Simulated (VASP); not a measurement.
Input:

```yaml
crystal:
  lattice:
    - [4.93232, -8.54303, 0.00000]
    - [4.93232, 8.54303, 0.00000]
    - [0.00000, 0.00000, 10.58478]
  atoms:
    - { symbol: Zn, position: [0.22222, 0.11111, 0.25073] }
    - { symbol: Zn, position: [0.11111, 0.22222, 0.00073] }
    - { symbol: Zn, position: [0.22222, 0.11111, 0.75073] }
    - { symbol: Zn, position: [0.11111, 0.22222, 0.50073] }
    - { symbol: Zn, position: [0.22222, 0.44444, 0.25073] }
    - { symbol: Zn, position: [0.11111, 0.55556, 0.00073] }
    - { symbol: Zn, position: [0.22222, 0.44444, 0.75073] }
    - { symbol: Zn, position: [0.11111, 0.55556, 0.50073] }
    - { symbol: Zn, position: [0.22222, 0.77778, 0.25073] }
    - { symbol: Zn, position: [0.11111, 0.88889, 0.00073] }
    - { symbol: Zn, position: [0.22222, 0.77778, 0.75073] }
    - { symbol: Zn, position: [0.11111, 0.88889, 0.50073] }
    - { symbol: Zn, position: [0.55556, 0.11111, 0.25073] }
    - { symbol: Zn, position: [0.44444, 0.22222, 0.00073] }
    - { symbol: Zn, position: [0.55556, 0.11111, 0.75073] }
    - { symbol: Zn, position: [0.44444, 0.22222, 0.50073] }
    - { symbol: Zn, position: [0.55556, 0.44444, 0.25073] }
    - { symbol: Zn, position: [0.44444, 0.55556, 0.00073] }
    - { symbol: Zn, position: [0.55556, 0.44444, 0.75073] }
    - { symbol: Zn, position: [0.44444, 0.55556, 0.50073] }
    - { symbol: Zn, position: [0.55556, 0.77778, 0.25073] }
    - { symbol: Zn, position: [0.44444, 0.88889, 0.00073] }
    - { symbol: Zn, position: [0.55556, 0.77778, 0.75073] }
    - { symbol: Zn, position: [0.44444, 0.88889, 0.50073] }
    - { symbol: Zn, position: [0.88889, 0.11111, 0.25073] }
    - { symbol: Zn, position: [0.77778, 0.22222, 0.00073] }
    - { symbol: Zn, position: [0.88889, 0.11111, 0.75073] }
    - { symbol: Zn, position: [0.77778, 0.22222, 0.50073] }
    - { symbol: Zn, position: [0.88889, 0.44444, 0.25073] }
    - { symbol: Zn, position: [0.77778, 0.55556, 0.00073] }
    - { symbol: Zn, position: [0.88889, 0.44444, 0.75073] }
    - { symbol: Zn, position: [0.77778, 0.55556, 0.50073] }
    - { symbol: Zn, position: [0.88889, 0.77778, 0.25073] }
    - { symbol: Zn, position: [0.77778, 0.88889, 0.00073] }
    - { symbol: Zn, position: [0.88889, 0.77778, 0.75073] }
    - { symbol: Zn, position: [0.77778, 0.88889, 0.50073] }
    - { symbol: O, position: [0.22222, 0.11111, 0.44027] }
    - { symbol: O, position: [0.11111, 0.22222, 0.19027] }
    - { symbol: O, position: [0.22222, 0.11111, 0.94027] }
    - { symbol: O, position: [0.11111, 0.22222, 0.69027] }
    - { symbol: O, position: [0.22222, 0.44444, 0.44027] }
    - { symbol: O, position: [0.11111, 0.55556, 0.19027] }
    - { symbol: O, position: [0.22222, 0.44444, 0.94027] }
    - { symbol: O, position: [0.11111, 0.55556, 0.69027] }
    - { symbol: O, position: [0.22222, 0.77778, 0.44027] }
    - { symbol: O, position: [0.11111, 0.88889, 0.19027] }
    - { symbol: O, position: [0.22222, 0.77778, 0.94027] }
    - { symbol: O, position: [0.11111, 0.88889, 0.69027] }
    - { symbol: O, position: [0.55556, 0.11111, 0.44027] }
    - { symbol: O, position: [0.44444, 0.22222, 0.19027] }
    - { symbol: O, position: [0.55556, 0.11111, 0.94027] }
    - { symbol: O, position: [0.44444, 0.22222, 0.69027] }
    - { symbol: O, position: [0.55556, 0.44444, 0.44027] }
    - { symbol: O, position: [0.44444, 0.55556, 0.19027] }
    - { symbol: O, position: [0.55556, 0.44444, 0.94027] }
    - { symbol: O, position: [0.44444, 0.55556, 0.69027] }
    - { symbol: O, position: [0.55556, 0.77778, 0.44027] }
    - { symbol: O, position: [0.44444, 0.88889, 0.19027] }
    - { symbol: O, position: [0.55556, 0.77778, 0.94027] }
    - { symbol: O, position: [0.44444, 0.88889, 0.69027] }
    - { symbol: O, position: [0.88889, 0.11111, 0.44027] }
    - { symbol: O, position: [0.77778, 0.22222, 0.19027] }
    - { symbol: O, position: [0.88889, 0.11111, 0.94027] }
    - { symbol: O, position: [0.77778, 0.22222, 0.69027] }
    - { symbol: O, position: [0.88889, 0.44444, 0.44027] }
    - { symbol: O, position: [0.77778, 0.55556, 0.19027] }
    - { symbol: O, position: [0.88889, 0.44444, 0.94027] }
    - { symbol: O, position: [0.77778, 0.55556, 0.69027] }
    - { symbol: O, position: [0.88889, 0.77778, 0.44027] }
    - { symbol: O, position: [0.77778, 0.88889, 0.19027] }
    - { symbol: O, position: [0.88889, 0.77778, 0.94027] }
    - { symbol: O, position: [0.77778, 0.88889, 0.69027] }
```

Method: PBE GGA, VASP's PBE PAW potentials (set 64) (plane waves; VASP). Settings: PREC = Normal, LREAL = Auto, 400 eV cut-off, 1×1×1 Γ-centred mesh, Gaussian smearing of 0.050 eV, potentials Zn O.

At this cut-off the stress carries a Pulay error, which pulls relaxed volumes low. The supercell is sampled at Γ alone, which is coarse: total energies, pressure and levels can be off, energies of defects by several tenths of an eV.

Problem. Give the stress tensor in GPa (positive for a compressed cell).

Solution. 
```
-3.89   0.00   0.00
 0.00  -3.89   0.00
 0.00   0.00  -4.54
```
The pressure is its mean diagonal, -4.11 GPa.

The cell is a supercell, built from ZnO (wurtzite).
